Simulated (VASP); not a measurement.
Consider the following.

```
CELL_PARAMETERS angstrom
      1.60007    -2.77140     0.00000
      1.60007     2.77140     0.00000
      0.00000     0.00000     5.25406
ATOMIC_POSITIONS crystal
  Si 0.66667 0.33333 0.49964
  Si 0.33333 0.66667 0.99964
  C  0.66667 0.33333 0.87536
  C  0.33333 0.66667 0.37536
```

These are PBEsol GGA, VASP's PBE PAW potentials (set 64) (plane waves; VASP) values and carry that method's errors. Numerical set-up: 600 eV cut-off, 8×8×4 Γ-centred mesh, Gaussian smearing of 0.050 eV, potentials Si C.

Q: Give the stress tensor in GPa (positive for a compressed cell).

A: 
```
-20.88    0.00    0.00
  0.00  -20.88    0.00
  0.00    0.00  -20.65
```
The pressure is its mean diagonal, -20.80 GPa.

The compound is SiC in the wurtzite structure, the rare 2H polytype. This cell was strained or had an atom moved on purpose.
